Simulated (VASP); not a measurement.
All values below come from PBEsol GGA, VASP's PBE PAW potentials (set 64) (plane waves; VASP).

The input files of a VASP run:

POSCAR:
```
C
1
    2.4603054312    -0.0000000000    -0.0000000000
   -1.2301527156     2.1306865110    -0.0000000000
    0.0000000000    -0.0000000000     7.1592988306
C
4
Direct
  0.0000000000   0.0000000000   0.7500000000
  0.0000000000   0.0000000000   0.2500000000
  0.6666670000   0.3333330000   0.7500000000
  0.3333330000   0.6666670000   0.2500000000
```

### KPOINTS
```
K-points
0
gamma
  15 15 5
```

### INCAR
```
SYSTEM = C
PREC = Accurate
ENCUT = 580
EDIFF = 1E-6
NELM = 100
ALGO = Normal
LREAL = .FALSE.
LASPH = .TRUE.
ISMEAR = 1
SIGMA = 0.1
GGA = PS
LWAVE = .FALSE.
LCHARG = .FALSE.
IBRION = 2
ISIF = 3
NSW = 60
EDIFFG = -0.01
```

POTCAR, in this order: C (PBE.64 set). Program: vasp_std.

Without a dispersion term in the relaxation, distances and binding between the weakly bound layers, chains or molecules are unreliable, and so is what depends on them.

Estimate the energy per atom (σ→0), band gap (on the k-mesh).

energy per atom (σ→0): -9.646 eV/atom
band gap (on the k-mesh): none (metal, semimetal or under 0.01 eV)

### OSZICAR
```
...
DAV:   7    -0.385762732251E+02    0.59051E+00   -0.20024E+00  2268   0.990E+00    0.130E+00
DAV:   8    -0.385823861772E+02   -0.61130E-02   -0.66056E-02  2216   0.180E+00    0.122E-01
DAV:   9    -0.385822008319E+02    0.18535E-03   -0.13580E-03  2440   0.305E-01    0.684E-02
DAV:  10    -0.385824417378E+02   -0.24091E-03   -0.38854E-04  2360   0.152E-01    0.415E-02
DAV:  11    -0.385824402757E+02    0.14621E-05   -0.51130E-06  2564   0.196E-02    0.490E-03
DAV:  12    -0.385824413167E+02   -0.10410E-05   -0.10212E-06  1980   0.798E-03    0.215E-03
DAV:  13    -0.385824413711E+02   -0.54352E-07   -0.24580E-07  1664   0.381E-03
   1 F= -.38582441E+02 E0= -.38582303E+02  d E =-.385824E+02
```

The compound is C in the graphite structure. It was relaxed first, which changed the volume by +7 %. The start is the result of an earlier pass.
